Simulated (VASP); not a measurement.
The system is HWCl6.

```xyz
8
Lattice="0.0000 5.0870 5.0870 5.0870 0.0000 5.0870 5.0870 5.0870 0.0000" Properties=species:S:1:pos:R:3 pbc="T T T"
H     0.0000    0.0000    0.0000
W     5.0870    5.0870    5.0870
Cl    2.4030    5.0870    5.0870
Cl    7.7710    5.0870    5.0870
Cl    5.0870    2.4030    5.0870
Cl    5.0870    7.7710    5.0870
Cl    5.0870    5.0870    2.4030
Cl    5.0870    5.0870    7.7710
```

The cell was built by a generator and needn't be a form met in nature.

- Program: VASP 6.6.1
- Task: relaxation of cell and atoms
- Functional: PBE
- Potentials or basis: VASP PAW PBE potentials, release 64 (H, W_sv, Cl)
- Cutoff: 520 eV
- k mesh: 3 × 3 × 3
- Occupations: gaussian, width 0.15 eV
- Spin: no spin polarisation

At the start: pressure -9.4 GPa; volume 32.91 Å³/atom.

Question: How do energy, volume and symmetry change on relaxing?

Answer: Over 11 steps the energy falls by 525.8 meV/atom and the volume is 29.76 Å³/atom (-9.6 %); space group Fm-3m (No. 225, to 0.05 Å).

Step by step:
```tsv
step	energy change (eV)	largest force (eV/Å)	pressure (GPa)	volume (Å³)
1	0.0000	2.7382	-9.40	263.27
2	-3.9118	0.2521	2.30	196.34
3	-3.9270	0.5159	1.16	199.18
4	-4.0213	0.2622	1.19	203.44
5	-4.1114	0.1878	1.73	211.57
6	-4.1594	0.3160	-0.44	222.33
7	-4.1605	0.2846	-0.33	221.04
8	-4.1603	0.2408	-0.12	220.21
9	-4.1755	0.2022	0.09	223.43
10	-4.2018	0.0885	-0.06	233.28
11	-4.2062	0.0394	-0.07	238.08
```

Final structure:
```
H W Cl
1.0
     0.00000    4.91927    4.91927
     4.91927    0.00000    4.91927
     4.91927    4.91927    0.00000
H W Cl
1 1 6
Direct
  0.00000 0.00000 0.00000
  0.50000 0.50000 0.50000
  0.73541 0.26459 0.26459
  0.26459 0.73541 0.73541
  0.26459 0.73541 0.26459
  0.73541 0.26459 0.73541
  0.26459 0.26459 0.73541
  0.73541 0.73541 0.26459
```

Caveat: an odd number of electrons without spin polarisation forces a metal; a magnetic or distorted state may lie lower; the relaxation stopped at a loose force limit of 0.08 eV/Å, so its end isn't a converged minimum.
